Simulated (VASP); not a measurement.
# A single sheet of SrBr2 in VASP

Wanted: how a single sheet of SrBr2 relaxes, and what it costs to take an electron out.

Main program and level: VASP 6.6.1; r2SCAN; plane waves and PAW (Br, Sr_sv).

Most raw output is cut from this account.

## Step 1: The starting structure

The cell holds 6 atoms: 4 Br and 2 Sr. Its edges and angles: a = 4.300 Å, b = 9.200 Å, c = 18.357 Å, α = 90.0°, β = 90.0°, γ = 90.0°. It derives from SrBr2. 1 sheet cut from a layered arrangement of the crystal. Vacuum lies along c.

## Step 2: Surface relaxation

All atoms relax at the fixed cell.

INCAR reads:

```
SYSTEM = SrBr2
PREC = Normal
ENCUT = 300
EDIFF = 1E-05
NELM = 120
ISMEAR = 0
SIGMA = 0.05
LREAL = .FALSE.
ALGO = Normal
METAGGA = R2SCAN
LASPH = .TRUE.
NBANDS = 30
LORBIT = 11
LWAVE = .FALSE.
LCHARG = .FALSE.
KPAR = 2
IBRION = 2
NSW = 40
ISIF = 2
EDIFFG = -0.03
POTIM = 0.4
MAXMIX = 40
IDIPOL = 3
LDIPOL = .TRUE.
DIPOL = 0.5 0.5 0.5
```

POSCAR reads:

```
SrBr2
1.0
    4.3000000000      0.0000000000      0.0000000000
    0.0000000000      9.2000000000      0.0000000000
    0.0000000000      0.0000000000     18.3574800000
Br Sr
4 2
Direct
    0.7500000000      0.6190000000      0.5914471920
    0.7500000000      0.1580000000      0.5846042050
    0.2500000000      0.6580000000      0.4153957950
    0.2500000000      0.1190000000      0.4085528080
    0.2500000000      0.3890000000      0.5379474740
    0.7500000000      0.8890000000      0.4620525260
```

KPOINTS reads:

```
Automatic mesh
0
Gamma
6 3 1
0 0 0
```

Potentials, in the order of the species: Br and Sr_sv (PBE family, release 64).

Run with:

```console
mpirun -np 2 vasp_std
```

Wall time 8 min (2 MPI ranks of Intel Xeon 6975P-C (Granite Rapids), shared host); peak memory 0.55 GiB.

The gap is read on the k-mesh alone, so it is an upper bound where the band edges lie off the mesh. The PAW data sets were made with PBE, which is usual practice but a small mismatch for other functionals. The run keeps the 4 symmetry operations of its start, so it cannot find a distortion of lower symmetry.

Step by step:

| step | energy less that of the first step (eV) | largest force (eV/Å) |
| --- | --- | --- |
| 1 | 0.0000 | 0.4207 |
| 2 | -0.0199 | 0.3845 |
| 3 | -0.0695 | 0.2698 |
| 4 | -0.1134 | 0.1982 |
| 5 | -0.1135 | 0.2091 |
| 6 | -0.1234 | 0.1788 |
| 7 | -0.1422 | 0.1220 |
| 8 | -0.1294 | 0.2186 |
| 9 | -0.1453 | 0.1282 |
| 10 | -0.1535 | 0.0420 |
| 11 | -0.1539 | 0.0393 |
| 12 | -0.1539 | 0.0398 |
| 13 | -0.1546 | 0.0231 |

The atoms that moved most (Å):

| atom | dx | dy | dz | length |
| --- | --- | --- | --- | --- |
| Br4 | 0.000 | -0.162 | 0.148 | 0.219 |
| Br1 | 0.000 | -0.162 | -0.148 | 0.219 |
| Sr6 | 0.000 | 0.006 | 0.219 | 0.219 |
| Sr5 | 0.000 | 0.006 | -0.219 | 0.219 |
| Br2 | 0.000 | 0.156 | -0.058 | 0.167 |
| Br3 | 0.000 | 0.156 | 0.058 | 0.167 |

The relaxed structure:

```cif
data_structure
_symmetry_space_group_name_H-M 'P 1'
_symmetry_Int_Tables_number 1
_cell_length_a 4.3000
_cell_length_b 9.2000
_cell_length_c 18.3575
_cell_angle_alpha 90.000
_cell_angle_beta 90.000
_cell_angle_gamma 90.000
_cell_volume 726.22
loop_
_atom_site_label
_atom_site_type_symbol
_atom_site_fract_x
_atom_site_fract_y
_atom_site_fract_z
_atom_site_occupancy
Br1 Br 0.75000 0.60136 0.58341 1
Br2 Br 0.75000 0.17500 0.58143 1
Br3 Br 0.25000 0.67500 0.41857 1
Br4 Br 0.25000 0.10136 0.41659 1
Sr5 Sr 0.25000 0.38964 0.52602 1
Sr6 Sr 0.75000 0.88964 0.47398 1
```

This step gave:

* electronic cycles: 137
* electrons: 48
* free energy (TOTEN): -96.6166 eV
* Fermi energy: -4.977 eV
* labelled metallic, from the levels on this mesh: no
* dipole moment: 0, 0, 0 e·Å
* gap on the k-mesh: 4.532 eV
* least direct gap on the k-mesh: 4.559 eV

The run ended after 13 ionic steps, 0.155 eV below its first step, once the forces on the free atoms met EDIFFG = -0.03.

Only the dipole across the slab is computed (IDIPOL = 3); zeros along the plane are no results.

## Step 3: Vacuum level and density of states

A static run writes the electrostatic potential without exchange and correlation (LVHAR), which is flat in the vacuum and gives the level to count from. The dipole correction cancels the field that unlike faces would set up across the vacuum.

INCAR reads:

```
SYSTEM = SrBr2
PREC = Normal
ENCUT = 300
EDIFF = 1E-06
NELM = 120
ISMEAR = 0
SIGMA = 0.05
LREAL = .FALSE.
ALGO = Normal
METAGGA = R2SCAN
LASPH = .TRUE.
NBANDS = 40
LORBIT = 11
LWAVE = .FALSE.
LCHARG = .TRUE.
IDIPOL = 3
LDIPOL = .TRUE.
DIPOL = 0.5 0.5 0.5
LVHAR = .TRUE.
LVACPOTAV = .TRUE.
LELF = .TRUE.
NEDOS = 1500
```

POSCAR reads:

```
SrBr2
1.0
    4.3000000000      0.0000000000      0.0000000000
    0.0000000000      9.2000000000      0.0000000000
    0.0000000000      0.0000000000     18.3574800000
Br Sr
4 2
Direct
    0.7500000000      0.6013646320      0.5834060880
    0.7500000000      0.1749968150      0.5814295537
    0.2500000000      0.6749968150      0.4185704463
    0.2500000000      0.1013646320      0.4165939120
    0.2500000000      0.3896385530      0.5260232363
    0.7500000000      0.8896385530      0.4739767637
```

KPOINTS is that of step 2.

KPOINTS_OPT reads:

```
Line mode
14
Line-mode
Reciprocal
  0.00000000   0.00000000   0.00000000 GAMMA
  0.50000000   0.00000000   0.00000000 X

  0.50000000   0.00000000   0.00000000 X
  0.50000000   0.50000000   0.00000000 S

  0.50000000   0.50000000   0.00000000 S
  0.00000000   0.50000000   0.00000000 Y

  0.00000000   0.50000000   0.00000000 Y
  0.00000000   0.00000000   0.00000000 GAMMA

  0.00000000   0.00000000   0.00000000 GAMMA
  0.50000000   0.50000000   0.00000000 S
```

Run with:

```console
mpirun -np 2 vasp_std
```

The job ended after 5.5 min (2 MPI ranks; peak memory 0.45 GiB).

Numbers from this step:

- electronic cycles: 23
- Fermi energy: -5.074 eV
- least gap on mesh and path: 4.532 eV
- least direct gap on mesh and path: 4.559 eV
- vacuum levels: 1.959, 1.959 eV
- ionisation potentials of the upper and lower face: 7.273, 7.273 eV
- electron affinities of the upper and lower face: 2.741, 2.741 eV

Electronic bands along the path, in eV, zero at the valence-band top; v1 is the highest filled band, c1 the lowest empty one:

| point | v4 | v3 | v2 | v1 | c1 | c2 | c3 | c4 |
| --- | --- | --- | --- | --- | --- | --- | --- | --- |
| Γ | -0.35 | -0.32 | -0.32 | -0.03 | 4.53 | 5.50 | 5.78 | 6.11 |
| 0.54 of the way | -0.66 | -0.58 | -0.21 | -0.04 | 5.24 | 5.32 | 6.13 | 6.24 |
| X | -0.40 | -0.40 | -0.38 | -0.38 | 5.40 | 5.40 | 6.25 | 6.25 |
| 0.46 of the way | -0.43 | -0.43 | -0.32 | -0.32 | 5.48 | 5.48 | 6.24 | 6.24 |
| S | -0.44 | -0.44 | -0.28 | -0.28 | 5.60 | 5.60 | 6.22 | 6.22 |
| 0.54 of the way | -0.56 | -0.56 | -0.09 | -0.09 | 5.38 | 5.38 | 6.30 | 6.30 |
| Y | -0.32 | -0.32 | -0.17 | -0.17 | 5.29 | 5.29 | 6.01 | 6.01 |
| 0.46 of the way | -0.34 | -0.32 | -0.27 | -0.07 | 4.82 | 5.50 | 5.83 | 6.15 |
| Γ | -0.35 | -0.32 | -0.32 | -0.03 | 4.53 | 5.50 | 5.78 | 6.11 |
| 0.46 of the way | -0.60 | -0.54 | -0.17 | -0.03 | 5.24 | 5.34 | 6.16 | 6.25 |
| S | -0.44 | -0.44 | -0.28 | -0.28 | 5.60 | 5.60 | 6.22 | 6.22 |

Of the projections kept (Br, Sr), the largest for each band there; the rest of the weight can lie on other orbitals:

| point | v4 | v3 | v2 | v1 | c1 | c2 | c3 | c4 |
| --- | --- | --- | --- | --- | --- | --- | --- | --- |
| Γ | Br 0.97 | Br 0.98 | Br 0.97 | Br 1.00 | Sr 0.69 | Sr 0.76 | Sr 0.83 | Sr 0.82 |
| X | Br 0.98 | Br 0.98 | Br 0.98 | Br 0.98 | Sr 0.86 | Sr 0.86 | Sr 0.93 | Sr 0.93 |
| S | Br 0.98 | Br 0.98 | Br 0.99 | Br 0.99 | Sr 0.84 | Sr 0.84 | Sr 0.91 | Sr 0.91 |
| Y | Br 0.97 | Br 0.97 | Br 0.99 | Br 0.99 | Sr 0.68 | Sr 0.68 | Sr 0.73 | Sr 0.73 |
| Γ | Br 0.97 | Br 0.98 | Br 0.97 | Br 1.00 | Sr 0.69 | Sr 0.76 | Sr 0.83 | Sr 0.82 |
| S | Br 0.98 | Br 0.98 | Br 0.99 | Br 0.99 | Sr 0.84 | Sr 0.84 | Sr 0.91 | Sr 0.91 |

The density of states has structure finer than the step of the table below, so its rows give means over 1 eV, whole bins alone (the curve runs from -12.0 to 11.3 eV). Peaks (eV: height): total -1.5: 25.5, -0.8: 19.5, 7.2: 20.3, 8.0: 16.6; Br s 6.1: 0.140, 6.7: 0.137, 7.2: 0.514, 8.0: 0.118; Br p -1.5: 13.0, -0.8: 11.3, -0.5: 9.05, -0.1: 7.98; Sr s 8.0: 0.381, 8.3: 0.401, 8.6: 0.416, 9.0: 0.315; Sr p -1.4: 0.299, -0.8: 0.162, 5.5: 0.165, 8.3: 0.101.

Means over bins of 0.097 eV. Table of density of states by energy, zero at the valence-band top; means over each step; values in states/eV/cell:

| energy (eV) | total | Br s | Br p | Sr s | Sr p | Sr d |
| --- | --- | --- | --- | --- | --- | --- |
| -3 | 0 | 0 | 0 | 0 | 0 | 0 |
| -2 | 4.95 | 0.0130 | 2.44 | 0.0512 | 0.0271 | 0.0520 |
| -1 | 13.0 | 0.0199 | 7.17 | 0.0170 | 0.116 | 0.169 |
| 0 | 6.08 | 0.00133 | 3.69 | 0.00122 | 0.0168 | 0.0518 |
| 1 | 0 | 0 | 0 | 0 | 0 | 0 |
| 2 | 0 | 0 | 0 | 0 | 0 | 0 |
| 3 | 0 | 0 | 0 | 0 | 0 | 0 |
| 4 | 0.0364 | 0.00151 | 4.8e-4 | 0.00203 | 2.1e-4 | 0.00300 |
| 5 | 2.78 | 0.0285 | 0.120 | 0.0607 | 0.0294 | 0.569 |
| 6 | 5.57 | 0.0562 | 0.142 | 0.0631 | 0.0429 | 1.67 |
| 7 | 9.86 | 0.216 | 0.285 | 0.0457 | 0.0610 | 3.49 |
| 8 | 10.3 | 0.0655 | 0.516 | 0.188 | 0.0495 | 2.74 |
| 9 | 3.48 | 0.0183 | 0.202 | 0.114 | 0.0368 | 0.444 |
| 10 | 0 | 0 | 0 | 0 | 0 | 0 |

Zero at the Fermi level. Planar average of the electrostatic potential against height:

| height (Å) | planar average of the electrostatic potential (eV) |
| --- | --- |
| 0 | 7.03 |
| 1 | 7.03 |
| 2 | 7.03 |
| 3 | 7.03 |
| 4 | 7.03 |
| 5 | 7.03 |
| 6 | 6.86 |
| 7 | 2.96 |
| 8 | -2.56 |
| 9 | 0.393 |
| 10 | -0.626 |
| 11 | -0.766 |
| 12 | 6.51 |
| 13 | 7.01 |
| 14 | 7.03 |
| 15 | 7.03 |
| 16 | 7.03 |
| 17 | 7.03 |
| 18 | 7.03 |

Density of states in the PAW spheres, an atom over height of the layer and energy from the Fermi level.

Values in states/eV, 22 rows by 5 columns, each cell a mean:
```
0.00 0.00 0.00 0.00 0.00
0.04 0.04 0.00 0.00 0.04
1.71 1.60 0.05 0.05 1.66
2.05 1.98 0.12 0.12 2.02
1.49 1.43 0.12 0.12 1.46
1.90 2.01 0.19 0.19 1.95
1.31 1.44 0.15 0.15 1.38
0.18 0.20 0.02 0.02 0.19
0.00 0.00 0.00 0.00 0.00
0.00 0.00 0.00 0.00 0.00
0.00 0.00 0.00 0.00 0.00
0.00 0.00 0.00 0.00 0.00
0.00 0.00 0.00 0.00 0.00
0.00 0.00 0.00 0.00 0.00
0.00 0.00 0.00 0.00 0.00
0.00 0.00 0.00 0.00 0.00
0.00 0.00 0.00 0.00 0.00
0.00 0.00 0.00 0.00 0.00
0.00 0.00 0.00 0.00 0.00
0.00 0.00 0.00 0.00 0.00
0.00 0.00 0.00 0.00 0.00
0.00 0.00 0.00 0.00 0.00
```
Columns: height of the layer (Å) from 7.6 to 10.7 (not evenly spaced); rows upwards: energy from the Fermi level (eV) from -7.9 to 0.5.

Electrostatic potential energy in the cb plane at fractional x = 0.250, with atoms of Br and Sr within 0.2 Å of it. With pseudopotentials it is smooth inside the atoms' cores, unlike the true potential.

Values in eV, 12 rows by 16 columns, each cell a mean:
```
  2   2   2   2   2   2  -1  -1  -1   0   1   2   2   2   2   2
  2   2   2   2   2   2   0  -1  -1   0   1   2   2   2   2   2
  2   2   2   2   2   1 -10  -5   0   1   2   2   2   2   2   2
  2   2   2   2   2  -1 -26 -16   1   1   2   2   2   2   2   2
  2   2   2   2   2   0 -22 -12   0   1   2   2   2   2   2   2
  2   2   2   2   2   2  -1  -3  -7  -2   1   2   2   2   2   2
  2   2   2   2   2   2   0  -9 -23  -9   0   2   2   2   2   2
  2   2   2   2   2   2   0 -11 -26 -11   0   2   2   2   2   2
  2   2   2   2   2   2   0  -5 -13  -5   1   2   2   2   2   2
  2   2   2   2   2   1 -12  -6  -2   0   2   2   2   2   2   2
  2   2   2   2   2  -1 -26 -15   1   1   2   2   2   2   2   2
  2   2   2   2   2   0 -20  -9   0   1   2   2   2   2   2   2
```
Columns run along c (18.4 Å; values clipped at the 3rd and 97th percentile), rows up along b (9.2 Å). Atoms in or near the plane, at fractional coordinates: Br at (0.42, 0.67), Br at (0.42, 0.10), Sr at (0.53, 0.39).

ELF in the cb plane at fractional x = 0.250, with atoms of Br and Sr within 0.2 Å of it. It is the smooth field of the valence electrons, not physical close to the nuclei.

Ten even steps from '0' (0.00) to '9' (0.89), each cell a mean:
```
00000000000000146777752000000000000000000000
00000000000000001222110000000000000000000000
00000000000000000011100000000000000000000000
00000000000000024566531000000000000000000000
00000000010001368999874000000000000000000000
00000000000112589999985000000000000000000000
00000000000013689967984000000000000000000000
00000000000113689978984000000000000000000000
00000000000112579999972000000000000000000000
00000000000001357999730000000000000000000000
00000000000000135776213530000000000000000000
00000000000000001320169996100000000000000000
00000000000000000000398788300000000000000000
00000000000000000000497689400000000000000000
00000000000000001110279897100000000000000000
00000000000000124563126762000000000000000000
00000000000001257898610000000000000000000000
00000000000002479999961000000000000000000000
00000000000013689989983000000000000000000000
00000000000013699857984000000000000000000000
00000000000013689988984000000000000000000000
00000000000002479999984000000000000000000000
```
Columns run along c (18.4 Å), rows up along b (9.2 Å). Atoms in or near the plane, at fractional coordinates: Br at (0.42, 0.67), Br at (0.42, 0.10), Sr at (0.53, 0.39).

Valence density in the cb plane at fractional x = 0.250, with atoms of Br and Sr within 0.2 Å of it. It is the smooth field of the valence electrons, not physical close to the nuclei.

Ten steps, logarithmic in the rise over the least value, from '0' (-0.1 e/Å³) to '9' (3.1 e/Å³), each cell a mean:
```
33333333333333344555443333333333333333333333
33333333333333333444433333333333333333333333
33333333333333333444433333333333333333333333
33333333333333334455443333333333333333333333
33333333333333345666544333333333333333333333
33333333333333346777754333333333333333333333
33333333333333457747754333333333333333333333
33333333333333457757754333333333333333333333
33333333333333346777654333333333333333333333
33333333333333344566544443333333333333333333
33333333333333334444445554333333333333333333
33333333333333333334468875433333333333333333
33333333333333333333579997433333333333333333
33333333333333333333589997433333333333333333
33333333333333333333478986433333333333333333
33333333333333333444456764333333333333333333
33333333333333334555444444333333333333333333
33333333333333345777644333333333333333333333
33333333333333456777754333333333333333333333
33333333333333457707754333333333333333333333
33333333333333457777754333333333333333333333
33333333333333345777644333333333333333333333
```
Columns run along c (18.4 Å), rows up along b (9.2 Å). Atoms in or near the plane, at fractional coordinates: Br at (0.42, 0.67), Br at (0.42, 0.10), Sr at (0.53, 0.39).

The density of states holds every band computed, so its fall toward the upper end of the range is no gap.

The map of layer states is cut here 0.5 eV above the Fermi level, so it leaves out the states above that.

The vacuum level lies 7.27 eV above the highest filled level at the upper face; both faces agree, as the slab has next to no dipole.

The program found no field-free point at its default tolerance, but its printed level agrees with the flat part of the planar average.

## Step 4: Derived quantities

This step: slab, r2SCAN; plane waves and PAW (VASP 6.6.1).

This step runs nothing: it gathers the runs above.

This step gave:

* ionisation potential at the upper face: 7.273 eV

## Step 5: Slab, other settings

This step: r2SCAN; plane waves and PAW (Br, Sr_sv) (VASP 6.6.1).

The run is repeated with some settings moved, to see what they change.

INCAR reads:

```
SYSTEM = SrBr2
PREC = Normal
ENCUT = 700
EDIFF = 1E-06
NELM = 120
ISMEAR = 0
SIGMA = 0.05
LREAL = .FALSE.
ALGO = Normal
METAGGA = R2SCAN
LASPH = .TRUE.
NBANDS = 30
LORBIT = 11
LWAVE = .FALSE.
LCHARG = .FALSE.
KPAR = 2
IDIPOL = 3
LDIPOL = .TRUE.
DIPOL = 0.5 0.5 0.5
LVHAR = .TRUE.
LVACPOTAV = .TRUE.
MAXMIX = 5
```

POSCAR is that of step 3.

KPOINTS reads:

```
Automatic mesh
0
Gamma
4 2 1
0 0 0
```

Run with:

```console
mpirun -np 2 vasp_std
```

Wall time 3.7 min (2 MPI ranks); peak memory 1.2 GiB; 7.3 min of CPU time.

Settings moved on purpose: ENCUT = 700, MAXMIX = 5 and a k-mesh of 4×2×1 in place of 6×3×1. The run ended without an error; the comparison shows what it cost.

Against the run that it repeats, NBANDS also differs.

The two runs compared:

| quantity | this run | the run it repeats | difference |
| --- | --- | --- | --- |
| energy at zero smearing (eV) | -96.636 | -96.617 | -0.0197 |
| free energy (TOTEN) (eV) | -96.636 | -96.617 | -0.0197 |
| Fermi energy (eV) | -5.086 | -5.0737 | -0.0123 |
| electronic cycles | 26 | 23 | 3 |

The total energy moves by -3.3 meV an atom.

## Step 6: Summary of results

```json
{
  "ionisation potential of the slab": "7.27 eV"
}
```

The ionisation potential is 7.27 eV at both faces. The atom that ends on top (Br) moved inwards by 0.15 Å, counted from the mean of all atoms. Semilocal band edges put the ionisation potential too low and the gap too small. The cell in the plane was kept as given and was not relaxed here. The slab has a gap, so the level below the vacuum is counted from the highest filled level.

[Lines on the potential files, build, host, timing and source positions are cut from VASP's logs without a mark.]

[Logs are printed without paths, hosts, clocks, repeated set-up lines and the standing remarks that a program may print on its own settings, such as how far it seeks lower states.]

[Hosts, paths, dates, database ids (printed as entryN), source tags and the programs' standing remarks are cut or masked in the printed files.]

[In band tables of VASP the shares of atoms and orbitals are scaled to a sum of 1 inside the atoms' spheres.]

[Runs that stopped without an error message from VASP are left out.]
